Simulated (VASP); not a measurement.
An input for Quantum ESPRESSO's pw.x (written as the equivalent of a VASP run, and not itself run):

```
&CONTROL
  calculation = 'vc-relax'
  pseudo_dir = './pseudo'
  outdir = './out'
  tprnfor = .true.
  tstress = .true.
  nstep = 40
  forc_conv_thr = 0.00078
/
&SYSTEM
  ibrav = 0
  nat = 2
  ntyp = 1
  ecutwfc = 84
  occupations = 'smearing'
  smearing = 'methfessel-paxton'
  degauss = 0.00735
  input_dft = 'pz'
/
&ELECTRONS
  conv_thr = 7.3e-08
  electron_maxstep = 100
/
&IONS
/
&CELL
  press = 450
/
ATOMIC_SPECIES
  Zn 65.380 Zn.upf
CELL_PARAMETERS angstrom
     1.2414717   -2.1502960    0.0000000
     1.2414717    2.1502960    0.0000000
     0.0000000    0.0000000    4.2078107
ATOMIC_POSITIONS crystal
  Zn   0.3333330  0.6666670  0.2500000
  Zn   0.6666670  0.3333330  0.7500000
K_POINTS automatic
  17 17 9 0 0 0
```

**Question.** Write the VASP files for the same calculation (LDA).

**Answer.** One answer among several that fit: 
### POSCAR
```
Zn
1.0
  1.2414717497  -2.1502960313   0.0000000000
  1.2414717497   2.1502960313   0.0000000000
  0.0000000000   0.0000000000   4.2078107341
Zn
2
Cart
  1.2414717497   0.7167667773   1.0519526835
  1.2414717497  -0.7167667773   3.1558580506
```

INCAR:
```
# general
SYSTEM   =  Zn
PREC     =  Accurate
ENCUT    =  500   # plane-wave cut-off (eV)
LREAL    =  .False.
LASPH    =  .True.

# electronic loop
EDIFF    =  1E-6   # SCF stop (eV)
NELM     =  100   # most electronic steps
ALGO     =  Normal   # blocked Davidson
LMAXMIX  =  4

# smearing
ISMEAR   =  1
SIGMA    =  0.1   # width (eV)

# ions
IBRION   =  2   # conjugate gradients
NSW      =  40   # most ionic steps
ISIF     =  3
EDIFFG   =  -0.02   # ionic stop
PSTRESS  =  450   # kbar

# output
LWAVE    =  .False.
LCHARG   =  .False.
```

KPOINTS:
```
Automatic mesh
0
Gamma
17 17 9
0 0 0
```

POTCAR, in this order: Zn (LDA.64 set). Program: vasp_std.

The two are equivalent in intent, not identical: the potentials are each code's own (VASP's PAW set, PseudoDojo norm-conserving files in pw.x), so ENCUT and ecutwfc are chosen apart and not converted; conv_thr bounds pw.x's estimated SCF error, while EDIFF bounds the energy change between steps; forc_conv_thr acts on force components and is met together with etot_conv_thr.

The compound is Zn in the hcp structure. This run relaxes it under an external pressure of 45 GPa. Symmetry was kept, so distortions that lower it aren't found.
